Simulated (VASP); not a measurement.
Here is the system:

```xyz
3
Lattice="0.0000 2.6902 2.7504 2.7134 0.0000 2.7504 2.7134 2.6902 0.0000" Properties=species:S:1:pos:R:3 pbc="T T T"
Si     1.3567     1.3451     1.3752
Si     4.0701     4.0353     4.1256
Ni     0.0668     0.0000     0.0000
```

The numbers are results of PBE GGA, VASP's PBE PAW potentials (set 64) (plane waves; VASP), not measurements. Settings: 400 eV cut-off, 9×9×9 Γ-centred mesh, Gaussian smearing of 0.20 eV, potentials Si Ni.

Question: Predict the energy per atom (σ→0), pressure, largest force, band gap (on the k-mesh) with the smallest direct gap where there is one.

Answer: 
```yaml
band gap (on the k-mesh): none (metal, semimetal or under 0.01 eV)
energy per atom (σ→0): -5.783 eV/atom
pressure: 1.08 GPa
largest_force: 0.634 eV/Å
```

The absolute energy has meaning only against runs of the same code, potentials and settings.

The compound is NiSi2 in the fluorite structure. The cell was not relaxed at this level, atoms are displaced from their ideal sites. The run is one of a series of settings (ISMEAR = 0, SIGMA = 0.2 against the base run), some of them coarse on purpose. The run is not spin-polarised, so no magnetic state was tried.
